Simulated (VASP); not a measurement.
Given:

```xyz
12
Lattice="3.4619 0.0000 0.0000 0.0000 6.2519 0.0000 0.0000 0.0000 14.2088" Properties=species:S:1:pos:R:3 pbc="T T T"
Te     1.7310     4.9622    12.8625
Te     0.0000     1.2896     5.7581
Te     1.7310     4.3767     5.1263
Te     0.0000     1.8752    12.2307
Te     0.0000     5.3483     9.2982
Te     1.7310     0.9036     2.1938
Te     0.0000     4.0599     1.5587
Te     1.7310     2.1920     8.6631
W      1.7310     5.9802     7.3199
W      0.0000     0.2717     0.2155
W      1.7310     2.4983    14.2087
W      0.0000     3.7535     7.1043
```

Method: PBEsol GGA, VASP's PBE PAW potentials (set 64) (plane waves; VASP 6.6.1). Numerical set-up: 400 eV cut-off, 10×6×3 Γ-centred mesh, tetrahedra with Blöchl corrections, potentials Te W_sv.

Without a dispersion term in the relaxation, distances and binding between the weakly bound layers, chains or molecules are unreliable, and so is what depends on them.  Unless said otherwise, spin-orbit coupling is left out, though it shifts the bands of the heavy elements here.

Problem. Estimate the energy per atom (σ→0), band gap (on the k-mesh) with the smallest direct gap where there is one.

Solution. 
```json
{
 "band gap (on the k-mesh)": "none (metal, semimetal or under 0.01 eV)",
 "energy per atom (σ→0)": "-7059 meV/atom"
}
```

The structure comes from a computed database's Te2W entry (Pmn2_1); how it stands against other phases isn't given here. It was relaxed first, which changed the volume by -8 %.
